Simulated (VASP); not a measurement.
Consider the following.

```xyz
2
Lattice="0.0000 2.5546 2.5546 2.5546 0.0000 2.5546 2.5546 2.5546 0.0000" Properties=species:S:1:pos:R:3 pbc="T T T"
Ge     0.0000     0.0000     0.0000
Mo     2.5546     2.5546     2.5546
```

These are r2SCAN meta-GGA, VASP's PBE PAW potentials (set 64) (plane waves; VASP 6.6.1) values and carry that method's errors. Numerical set-up: 400 eV cut-off, 14×14×14 Γ-centred mesh, tetrahedra with Blöchl corrections, potentials Ge_d Mo_sv.

Problem. Give the energies of bands 11 to 17 at the high-symmetry points, in eV from the Fermi level.

Solution. 
```csv
band,Γ,X,U,L,W
11,-1.67,-4.12,-4.44,-6.58,-4.01
12,-1.67,-3.32,-4.11,-3.89,-4.01
13,-1.67,-0.23,-2.72,-3.89,-3.73
14,-1.12,-0.20,-0.40,0.27,0.90
15,-1.12,-0.20,0.51,0.27,1.00
16,2.73,0.90,1.59,1.62,1.00
17,2.73,0.90,2.65,5.43,1.76
```

It has no gap at this level: it comes out as a metal or semimetal.

The structure was generated: GeMo was put into the rocksalt type (Fm-3m), which need not be its known phase. It was relaxed first, which changed the volume by -24 %.
